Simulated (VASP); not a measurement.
OSZICAR of a VASP run on HfSiO$_{4}$ (space group I4_1/amd):

**OSZICAR**
```
       N       E                     dE             d eps       ncg     rms          rms(c)
DAV:   1     0.492590447026E+03    0.49259E+03   -0.42972E+04  1620   0.165E+03
DAV:   2    -0.990969899025E+02   -0.59169E+03   -0.58108E+03  2054   0.398E+02
DAV:   3    -0.128295270541E+03   -0.29198E+02   -0.29118E+02  1880   0.888E+01
DAV:   4    -0.128720220315E+03   -0.42495E+00   -0.42416E+00  2064   0.114E+01
DAV:   5    -0.128726674768E+03   -0.64545E-02   -0.64499E-02  1955   0.130E+00    0.770E+01
DAV:   6    -0.113644527410E+03    0.15082E+02   -0.73723E+01  1915   0.388E+01    0.627E+01
DAV:   7    -0.113513578367E+03    0.13095E+00   -0.36868E+00  2048   0.914E+00    0.397E+01
DAV:   8    -0.113483591201E+03    0.29987E-01   -0.39417E-01  1939   0.393E+00    0.798E+00
DAV:   9    -0.113455663769E+03    0.27927E-01   -0.13511E-01  1912   0.196E+00    0.228E+00
DAV:  10    -0.113455237456E+03    0.42631E-03   -0.93613E-03  2051   0.526E-01    0.366E-01
DAV:  11    -0.113455156416E+03    0.81040E-04   -0.10137E-03  1976   0.166E-01    0.217E-01
DAV:  12    -0.113455202052E+03   -0.45636E-04   -0.10311E-04  2035   0.509E-02    0.110E-01
DAV:  13    -0.113455218667E+03   -0.16616E-04   -0.18982E-05  2040   0.244E-02    0.284E-02
DAV:  14    -0.113455218546E+03    0.12097E-06   -0.95798E-07  1299   0.560E-03
   1 F= -.11345522E+03 E0= -.11345522E+03  d E =-.113455E+03
       N       E                     dE             d eps       ncg     rms          rms(c)
DAV:   1    -0.113460590516E+03   -0.53718E-02   -0.29677E-01  1740   0.314E+00    0.130E+00
DAV:   2    -0.113456132908E+03    0.44576E-02   -0.21683E-02  1872   0.726E-01    0.348E-01
DAV:   3    -0.113455654897E+03    0.47801E-03   -0.67137E-04  1910   0.150E-01    0.164E-01
DAV:   4    -0.113455542906E+03    0.11199E-03   -0.40225E-04  1872   0.106E-01    0.136E-01
DAV:   5    -0.113455543671E+03   -0.76462E-06   -0.30709E-05  1995   0.276E-02    0.142E-01
DAV:   6    -0.113455548292E+03   -0.46219E-05   -0.37679E-06  1696   0.880E-03    0.212E-01
DAV:   7    -0.113455538819E+03    0.94734E-05   -0.47171E-05  1939   0.286E-02    0.829E-02
DAV:   8    -0.113455537414E+03    0.14053E-05   -0.26195E-06  1480   0.859E-03    0.534E-02
DAV:   9    -0.113455537101E+03    0.31263E-06   -0.64449E-07  1080   0.371E-03
   2 F= -.11345554E+03 E0= -.11345554E+03  d E =-.318555E-03
       N       E                     dE             d eps       ncg     rms          rms(c)
DAV:   1    -0.113456482534E+03   -0.94512E-03   -0.43766E-02  1720   0.121E+00    0.504E-01
DAV:   2    -0.113455822126E+03    0.66041E-03   -0.32441E-03  1867   0.281E-01    0.135E-01
DAV:   3    -0.113455751189E+03    0.70937E-04   -0.98979E-05  1886   0.580E-02    0.635E-02
DAV:   4    -0.113455736137E+03    0.15052E-04   -0.59897E-05  1864   0.410E-02    0.526E-02
DAV:   5    -0.113455736548E+03   -0.41056E-06   -0.45584E-06  1811   0.107E-02
   3 F= -.11345574E+03 E0= -.11345574E+03  d E =-.518001E-03
       N       E                     dE             d eps       ncg     rms          rms(c)
DAV:   1    -0.113455838878E+03   -0.10274E-03   -0.12643E-01  1666   0.192E+00    0.207E-01
DAV:   2    -0.113456002350E+03   -0.16347E-03   -0.24856E-03  1816   0.260E-01    0.138E-01
DAV:   3    -0.113455963976E+03    0.38373E-04   -0.70903E-05  2072   0.529E-02    0.621E-02
DAV:   4    -0.113455960185E+03    0.37910E-05   -0.36932E-05  1912   0.356E-02    0.126E-02
DAV:   5    -0.113455960555E+03   -0.37030E-06   -0.39907E-06  1784   0.109E-02
   4 F= -.11345596E+03 E0= -.11345596E+03  d E =-.224008E-03
       N       E                     dE             d eps       ncg     rms          rms(c)
DAV:   1    -0.113455962130E+03   -0.19449E-05   -0.20233E-03  1736   0.243E-01    0.223E-02
DAV:   2    -0.113455965429E+03   -0.32989E-05   -0.42441E-05  1816   0.339E-02    0.161E-02
DAV:   3    -0.113455964956E+03    0.47324E-06   -0.80462E-07  1099   0.587E-03
   5 F= -.11345596E+03 E0= -.11345596E+03  d E =-.228408E-03
       N       E                     dE             d eps       ncg     rms          rms(c)
DAV:   1    -0.113455893137E+03    0.72292E-04   -0.98357E-02  1640   0.169E+00    0.169E-01
DAV:   2    -0.113456017427E+03   -0.12429E-03   -0.18777E-03  2000   0.227E-01    0.132E-01
DAV:   3    -0.113455988134E+03    0.29293E-04   -0.40795E-05  2019   0.373E-02    0.742E-02
DAV:   4    -0.113455977937E+03    0.10198E-04   -0.48762E-05  2008   0.393E-02    0.942E-03
DAV:   5    -0.113455978365E+03   -0.42831E-06   -0.10568E-05  1899   0.164E-02    0.657E-03
DAV:   6    -0.113455978259E+03    0.10606E-06   -0.15529E-07  1065   0.217E-03
   6 F= -.11345598E+03 E0= -.11345598E+03  d E =-.133034E-04
       N       E                     dE             d eps       ncg     rms          rms(c)
DAV:   1    -0.113456009303E+03   -0.30938E-04   -0.21730E-02  1640   0.795E-01    0.794E-02
DAV:   2    -0.113456037205E+03   -0.27902E-04   -0.41185E-04  2008   0.107E-01    0.620E-02
DAV:   3    -0.113456030673E+03    0.65321E-05   -0.90241E-06  2016   0.176E-02    0.346E-02
DAV:   4    -0.113456028282E+03    0.23910E-05   -0.10700E-05  2008   0.185E-02    0.442E-03
DAV:   5    -0.113456028320E+03   -0.37497E-07   -0.22002E-06  1342   0.768E-03
   7 F= -.11345603E+03 E0= -.11345603E+03  d E =-.633639E-04
```

Question: Which electronic solver shows in the log?

Answer: It is blocked Davidson (ALGO = Normal, or the opening steps of other solvers). The INCAR had ALGO = Normal.

Question: Can the final energy be trusted as converged?

Answer: The run converged. It stopped with EDIFF = 1E-6, NELM = 100, NSW = 60 and EDIFFG = -0.02 after 7 ionic steps (PBEsol GGA, plane waves, VASP's PBE PAW potentials (set 64)).

The structure comes from a computed database's HfSiO4 entry (I4_1/amd); how it stands against other phases isn't given here. This run relaxes it. Symmetry was kept, so distortions that lower it aren't found. The start is the result of an earlier pass.
